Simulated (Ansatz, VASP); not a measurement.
**InCo2N2 in VASP and in Ansatz**

Contents of INCAR:

```
SYSTEM = InCo2N2
PREC = Accurate ; ENCUT = 520
EDIFF = 1E-7 ; ISMEAR = -1
SIGMA = 0.05 ; LREAL = .FALSE.
LASPH = .TRUE. ; NELM = 150
ALGO = Normal ; ISIF = 2
LWAVE = .FALSE. ; LCHARG = .FALSE.
ISPIN = 2 ; MAGMOM = 0 2 2 0 0
LORBIT = 11 ; LMAXMIX = 4
GGA = PE ; NBANDS = 32
```

KPOINTS

```
regular mesh
0
G
  10 10 4
  0 0 0
```

The input POSCAR:

```
InCo2N2
1.0
    2.7618311274     -1.6013446150      0.0000000000
    2.7618311274      1.6013446150      0.0000000000
   -1.9779594330      0.0000000000      7.6439612311
In Co N
1 2 2
Direct
    0.5000000000      0.5000000000      0.5000000000
    0.6273390000      0.6273390000      0.8918950000
    0.3726610000      0.3726610000      0.1081050000
    0.7226160000      0.7226160000      0.1550070000
    0.2773840000      0.2773840000      0.8449930000
```

Contents of input.yaml:

```yaml
crystal:
  lattice:
    - [2.7618311274, -1.601344615, 0.0]
    - [2.7618311274, 1.601344615, 0.0]
    - [-1.977959433, 0.0, 7.6439612311]
  atoms:
    - { symbol: In, position: [0.5, 0.5, 0.5] }
    - { symbol: Co, position: [0.627339, 0.627339, 0.891895], spin: 2.0 }
    - { symbol: Co, position: [0.372661, 0.372661, 0.108105], spin: 2.0 }
    - { symbol: "N", position: [0.722616, 0.722616, 0.155007] }
    - { symbol: "N", position: [0.277384, 0.277384, 0.844993] }
hamiltonian:
  xc: pbe
  pseudopotentials: { kind: paw }
magnetization:
  spin_polarized: true
kpoints:
  mp_grid: { grid: [10, 10, 4] }
scf:
  occupations: { method: fermi_dirac, width: 0.05 }
output:
  forces: true
  stress: true
  eigenvalues: true
```

Change from the starting cell: volume scaled by 1.04.

Alike in both runs: task single point; functional PBE; k mesh 10 × 10 × 4; occupations fermi-dirac, width 0.05 eV; collinear spin, ferromagnetic start.

```csv
,VASP,Ansatz
version,VASP 6.6.1,Ansatz 0.2.0
potentials or method,"VASP PAW PBE potentials, release 64 (In_d, Co, N)",Ansatz PAW
plane-wave cutoff (eV),520,420
valence electrons in the cell,41,57
```

|  | VASP | Ansatz | Ansatz less VASP |
| --- | --- | --- | --- |
| gap on the k mesh at the Fermi level (eV) | none | none | - |
| pressure (GPa) | -5.8 | -5.8 | 0.00 |
| largest component of the traceless stress (GPa) | 1.29 | 1.44 | +0.149 |
| rms of the force components (eV/Å) | 0.176 | 0.183 | +0.0078 |
| net moment per atom (μB) | 0.09 | 0.09 | +0.002 |
| size of the moment on the site where the two differ most (μB) | 0.19 | 0.18 | -0.005 |

Site moments also hang on the region over which each program counts them. Atom by atom the forces differ by 0.010 eV/Å (rms over components). A gap of «none» marks a metal or a gap that the smearing closes. The functional is the same, so the differences come from potentials, cutoffs and numerics. The two sets of potentials don't hold the same shells in valence.

Caveats: the pressure holds a Pulay correction of +0.4 GPa for the finite cutoff (Ansatz).
